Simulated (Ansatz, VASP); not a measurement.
# Cross-check of SmY between VASP and Ansatz

Aim: how closely do two programs agree when they are given the same cell, functional and k mesh? The cell is invented: As first built, before any earlier steps moved the atoms: it takes the Sm structure with some of its atoms replaced by other elements, volume scaled by an estimate. It may not be a known or stable phase. The cell comes out of the VASP series on this material, whose earlier steps may have relaxed, scaled or displaced it; both programs get it as it stands.

Program: Ansatz 0.2.0. Level of theory: plane waves, with VASP 6.6.1 beside it; relaxation of cell and atoms at LDA. Results are calculated unless marked as measured.

In doubt: a part-filled 4f shell, where there is one, can sit in one of many states, so energies may not be the lowest and differences between runs may mislead; derivatives with an open 4f shell can jump between states, which bears on forces and vibrations.

### 1. Starting point

It takes space group P4/mmm (No. 123, tetragonal). Conventional cell: a = 3.435 Å, b = 3.435 Å, c = 5.032 Å, α = 90.00°, β = 90.00°, γ = 90.00°. Nearest to Sm lie 4 Sm at 3.44 Å and 8 Y at 3.50 Å. Nearest to Y lie 4 Y at 3.44 Å and 8 Sm at 3.50 Å. As first built, before any earlier steps moved the atoms: sites of the Sm structure (space group 139) filled with other elements, volume scaled by an estimate. Farther neighbours are not listed.

Coordinates:

```xyz
2
Lattice="3.4352 0.0000 0.0000 0.0000 3.4352 0.0000 0.0000 0.0000 5.0320" Properties=species:S:1:pos:R:3 pbc="T T T"
Sm    1.7176    1.7176    2.5160
Y     0.0000    0.0000    0.0000
```

### 2. VASP: relaxation of cell and atoms, LDA

The relaxed volume is the usual yardstick between codes: its relative difference is about their pressure difference at one cell divided by the bulk modulus.

Lines of VASP's logs that name or quote its potential files are left out, and so is its time.

INCAR

```
SYSTEM = SmY
PREC = Accurate
ENCUT = 450
EDIFF = 1E-06
NELM = 100
ISMEAR = 1
SIGMA = 0.2
LREAL = .FALSE.
ALGO = Normal
GGA = CA
ISPIN = 2
MAGMOM = 5 0
LMAXMIX = 6
LORBIT = 11
LWAVE = .FALSE.
LCHARG = .FALSE.
IBRION = 2
NSW = 60
ISIF = 3
EDIFFG = -0.01
```

POSCAR

```
SmY
1.0
    3.4352297197      0.0000000000      0.0000000000
    0.0000000000      3.4352297197      0.0000000000
    0.0000000000      0.0000000000      5.0320088407
Sm Y
1 1
Direct
    0.5000000000      0.5000000000      0.5000000000
    0.0000000000      0.0000000000      0.0000000000
```

KPOINTS

```
Automatic mesh
0
Gamma
6 6 4
0 0 0
```

Potentials, in the order of the species: Sm and Y_sv (PBE family, release 64).

The run is started by

```bash
$ mpirun -np 1 vasp_std
```

Numbers of over 12 decimals in the logs are rounded to 6 here.

What it wrote:

```text
[banner, memory and clock lines left out]
running    1 mpi-ranks, on    1 nodes
 distrk:  each k-point on    1 cores,    1 groups
 distr:  one band on    1 cores,    1 groups

 POSCAR found type information on POSCAR SmY
 POSCAR found :  2 types and       2 ions
|                                                                             |
|               ----> ADVICE to this user running VASP <----                  |
|                                                                             |
|     You enforced a specific xc type in the INCAR file but a different       |
|     [... a line on the potential file left out ...]
|     I HOPE YOU KNOW WHAT YOU ARE DOING!                                     |
|                                                                             |

 LDA part: xc-table for (Slater(with rela. corr.)+CA(PZ))
 , standard interpolation
 POSCAR, INCAR and KPOINTS ok, starting setup
 FFT: planning ... GRIDC
 FFT: planning ... GRID_SOFT
 FFT: planning ... GRID
 WAVECAR not read
 entering main loop
       N       E                     dE             d eps       ncg     rms          rms(c)
DAV:   1     0.165277721417E+03    0.16528E+03   -0.10312E+04  3056   0.444E+03
DAV:   2     0.112172752363E+02   -0.15406E+03   -0.14429E+03  3252   0.412E+02
DAV:   3    -0.124165595819E+02   -0.23634E+02   -0.22572E+02  4116   0.139E+02
DAV:   4    -0.151649941870E+02   -0.27484E+01   -0.26032E+01  4712   0.368E+01
DAV:   5    -0.154446645425E+02   -0.27967E+00   -0.26699E+00  4256   0.102E+01    0.363E+01
DAV:   6    -0.174882072901E+02   -0.20435E+01   -0.65802E+00  4184   0.445E+01    0.289E+01
DAV:   7    -0.271957820478E+02   -0.97076E+01   -0.44191E+01  3748   0.923E+01    0.933E+01
DAV:   8    -0.177930010483E+02    0.94028E+01   -0.77108E+00  3844   0.324E+01    0.493E+01
DAV:   9    -0.162745188365E+02    0.15185E+01   -0.51214E+00  4276   0.261E+01    0.206E+01
DAV:  10    -0.166499012461E+02   -0.37538E+00   -0.12647E+00  4408   0.115E+01    0.355E+01
DAV:  11    -0.164503408012E+02    0.19956E+00   -0.14189E-01  4464   0.533E+00    0.253E+01
DAV:  12    -0.164387161425E+02    0.11625E-01   -0.40685E-02  4300   0.332E+00    0.208E+01
DAV:  13    -0.163937757552E+02    0.44940E-01   -0.38027E-02  4036   0.389E+00    0.144E+01
DAV:  14    -0.164536920129E+02   -0.59916E-01   -0.21894E-01  4076   0.103E+01    0.872E+00
DAV:  15    -0.163958929709E+02    0.57799E-01   -0.53897E-02  4024   0.504E+00    0.726E+00
DAV:  16    -0.163896113923E+02    0.62816E-02   -0.51178E-02  4056   0.469E+00    0.511E+00
DAV:  17    -0.163941683009E+02   -0.45569E-02   -0.11493E-02  4744   0.156E+00    0.270E+00
DAV:  18    -0.163904132774E+02    0.37550E-02   -0.40895E-03  4232   0.133E+00    0.138E+00
DAV:  19    -0.163899793611E+02    0.43392E-03   -0.62577E-04  4704   0.393E-01    0.869E-01
DAV:  20    -0.163895937951E+02    0.38557E-03   -0.49362E-04  4060   0.477E-01    0.327E-01
DAV:  21    -0.163895508138E+02    0.42981E-04   -0.24506E-04  4704   0.296E-01    0.411E-01
DAV:  22    -0.163895353713E+02    0.15442E-04   -0.89900E-05  4696   0.159E-01    0.239E-01
DAV:  23    -0.163895391754E+02   -0.38041E-05   -0.35603E-05  4656   0.673E-02    0.142E-01
DAV:  24    -0.163895395550E+02   -0.37964E-06   -0.56607E-06  3176   0.491E-02
   1 F= -.16389540E+02 E0= -.16388503E+02  d E =-.163895E+02  mag=     6.3854
[...]
2 F= -.16389529E+02 E0= -.16388487E+02  d E =0.107613E-04  mag=     6.3931
[...]
3 F= -.16389576E+02 E0= -.16388546E+02  d E =-.360081E-04  mag=     6.3888
[...]
4 F= -.16389573E+02 E0= -.16388544E+02  d E =-.334900E-04  mag=     6.3906
 curvature:  -0.20 expect dE=-0.201E-04 dE for cont linesearch -0.141E-04
 ZBRENT: bisectioning
 opt :   0.8101  next Energy=   -16.389606 (dE=-0.660E-04)
 bond charge predicted
       N       E                     dE             d eps       ncg     rms          rms(c)
DAV:   1    -0.163925390674E+02   -0.29654E-02   -0.57401E-03  4364   0.136E+00    0.147E+00
DAV:   2    -0.167854681291E+02   -0.39293E+00   -0.57721E-01  3472   0.146E+01    0.181E+01
DAV:   3    -0.163869425142E+02    0.39853E+00   -0.47109E-01  3548   0.129E+01    0.633E-01
DAV:   4    -0.163893270204E+02   -0.23845E-02   -0.24792E-02  4336   0.741E-01    0.279E-01
DAV:   5    -0.163895406466E+02   -0.21363E-03   -0.22945E-03  3900   0.164E-01    0.203E-01
DAV:   6    -0.163895785655E+02   -0.37919E-04   -0.30840E-04  4236   0.840E-02    0.193E-01
DAV:   7    -0.163895664713E+02    0.12094E-04   -0.58357E-05  3932   0.679E-02    0.150E-01
DAV:   8    -0.163895617658E+02    0.47055E-05   -0.12675E-05  3692   0.356E-02    0.117E-01
DAV:   9    -0.163895597920E+02    0.19739E-05   -0.16163E-05  4016   0.897E-02    0.827E-02
DAV:  10    -0.163895578536E+02    0.19384E-05   -0.51057E-06  3384   0.279E-02    0.517E-02
DAV:  11    -0.163895563180E+02    0.15356E-05   -0.33121E-06  2160   0.431E-02    0.343E-02
DAV:  12    -0.163895562598E+02    0.58238E-07   -0.43343E-07  1896   0.160E-02
   5 F= -.16389556E+02 E0= -.16388532E+02  d E =-.167048E-04  mag=     6.3920
 curvature:  -0.47 expect dE=-0.167E-05 dE for cont linesearch -0.140E-05
 trial: gam= 0.00000 g(F)=  0.110E-63 g(S)=  0.356E-05 ort =-0.324E-04 (trialstep = 0.962E+00)
 search vector abs. value=  0.356E-05
 reached required accuracy - stopping structural energy minimisation
```

OUTCAR, selected parts (step 2):

```text
ion  position               nearest neighbor table
   1  0.500  0.500  0.500-   2 3.50   2 3.50   2 3.50   2 3.50   2 3.50   2 3.50   2 3.50   2 3.50

  LATTYP: Found a simple tetragonal cell.
 ALAT       =     3.4352297197
 C/A-ratio  =     1.4648245536

 Subroutine GETGRP returns: Found 16 space group operations
 (whereof 16 operations were pure point group operations)

The static configuration has the point symmetry D_4h.

 Found     30 irreducible k-points:

   k-points           NKPTS =     30   k-points in BZ     NKDIM =     30   number of bands    NBANDS=     20

   dimension x,y,z NGX =    24 NGY =   24 NGZ =   36
   dimension x,y,z NGXF=    48 NGYF=   48 NGZF=   72

   ENCUT  =  450.0 eV  33.07 Ry    5.75 a.u.   5.94  5.94  8.70*2*pi/ulx,y,z

   NELECT =      27.0000    total number of electrons

 k-points in reciprocal lattice and weights: Automatic mesh
   0.00000000  0.00000000  0.00000000       0.007
   0.16666667  0.00000000  0.00000000       0.028
   0.33333333  0.00000000  0.00000000       0.028
   0.50000000  0.00000000  0.00000000       0.014
   0.16666667  0.16666667  0.00000000       0.028
   0.33333333  0.16666667  0.00000000       0.056
   0.50000000  0.16666667  0.00000000       0.028
   0.33333333  0.33333333  0.00000000       0.028
   0.50000000  0.33333333  0.00000000       0.028
[...]
0.50000000  0.33333333  0.50000000       0.028
   0.50000000  0.50000000  0.50000000       0.007

 average (electrostatic) potential at core
       1 -40.4948       2 -36.7434

 E-fermi :   3.2820

 spin component 1
 k-point     1 :       0.0000    0.0000    0.0000
  band No.  band energies     occupation
    ...
     14       3.1506      0.94402
     15       3.1506      0.94402
     16       3.1975      0.82462
     17       3.1990      0.81992
     18       3.1990      0.81992
     19       4.9660     -0.00000
     20       5.2696     -0.00000

 k-point     2 :       0.1667    0.0000    0.0000
  band No.  band energies     occupation
    ...
     14       3.1151      0.99839
     15       3.1624      0.91927
     16       3.1809      0.87322
     17       3.1924      0.84036
     18       3.1939      0.83570
     19       4.7770     -0.00000
     20       5.2829     -0.00000

 k-point     3 :       0.3333    0.0000    0.0000
  band No.  band energies     occupation
    ...
     13       3.1039      1.00970
     14       3.1606      0.92329
     15       3.1667      0.90936
     16       3.2064      0.79615
     17       3.2671      0.56288
     18       3.2972      0.43616
     19       4.0005     -0.00000
     20       4.3809     -0.00000

 k-point     4 :       0.5000    0.0000    0.0000
  band No.  band energies     occupation
    ...
     11       2.7966      1.00159
     12       2.9157      1.01325
     13       3.0795      1.02641
     14       3.1446      0.95530
     15       3.1527      0.93987
     16       3.2980      0.43247
     17       3.3218      0.33524
     18       3.4538     -0.00360
     19       3.9483     -0.00001
     20       4.0669     -0.00000

 k-point     5 :       0.1667    0.1667    0.0000
  band No.  band energies     occupation
    ...
     13       3.0729      1.02924
     14       3.1161      0.99727
     15       3.1250      0.98608
     16       3.1353      0.97111
     17       3.2025      0.80878
     18       3.3315      0.29770
     19       4.3143     -0.00000
     20       4.8248     -0.00000

 k-point     6 :       0.3333    0.1667    0.0000
  band No.  band energies     occupation
    ...
     13       3.0748      1.02849
     14       3.0766      1.02771
     15       3.1188      0.99404
     16       3.1385      0.96594
     17       3.2486      0.63936
     18       3.6649     -0.01043
     19       3.7535     -0.00214
     20       3.9045     -0.00005

  Total       -0.0081789     -0.0081789     -0.0037078      0.0000000      0.0000000      0.0000000
  in kB       -0.2197780     -0.2197780     -0.0996341      0.0000000      0.0000000      0.0000000
  external PRESSURE =      -0.1797301 kB  Pullay stress =       0.0000000 kB

  energy-cutoff  :      450.00
  volume of cell :       59.62
      direct lattice vectors                 reciprocal lattice vectors
     3.439526627  0.000000000  0.000000000     0.290737682  0.000000000  0.000000000
     0.000000000  3.439526627  0.000000000     0.000000000  0.290737682  0.000000000
     0.000000000 -0.000000000  5.039901352     0.000000000  0.000000000  0.198416582

 POSITION                                       TOTAL-FORCE (eV/Angst)
 -----------------------------------------------------------------------------------
      1.71976      1.71976      2.51995         0.000000      0.000000      0.000000
      0.00000      0.00000      0.00000         0.000000     -0.000000      0.000000
 -----------------------------------------------------------------------------------
    total drift:                                0.000000      0.000000     -0.000000

  FREE ENERGIE OF THE ION-ELECTRON SYSTEM (eV)
  ---------------------------------------------------
  free  energy   TOTEN  =       -16.3895562598 eV

  energy  without entropy=      -16.3864836412  energy(sigma->0) =      -16.38853205

 reached required accuracy - stopping structural energy minimisation

 total charge
# of ion       s       p       d       f       tot
--------------------------------------------------
    1        2.078   5.542   0.556   5.473  13.649
    2        2.326   6.200   1.056   0.011   9.592
--------------------------------------------------
tot          4.404  11.741   1.611   5.484  23.240

 magnetization (x)
# of ion       s       p       d       f       tot
--------------------------------------------------
    1        0.000  -0.045   0.164   5.454   5.573
    2       -0.002   0.072   0.142   0.004   0.215
--------------------------------------------------
tot         -0.002   0.026   0.306   5.458   5.788

[... 6 further parts left out ...]
```

Without U or exact exchange the f electrons of Sm come out too delocalised, which can shrink the cell and pin f bands at the Fermi level. The PAW data sets were made with PBE, a small mismatch for LDA.

(Part 1 of 2 ends here.)

[Lines on the potential files, build, host, timing and source positions are cut from VASP's logs without a mark.]

[Logs are printed without paths, hosts, clocks, repeated set-up lines and the standing remarks that a program may print on its own settings, such as how far it seeks lower states.]

[Hosts, paths, dates, database ids (printed as entryN), source tags and the programs' standing remarks are cut or masked in the printed files.]
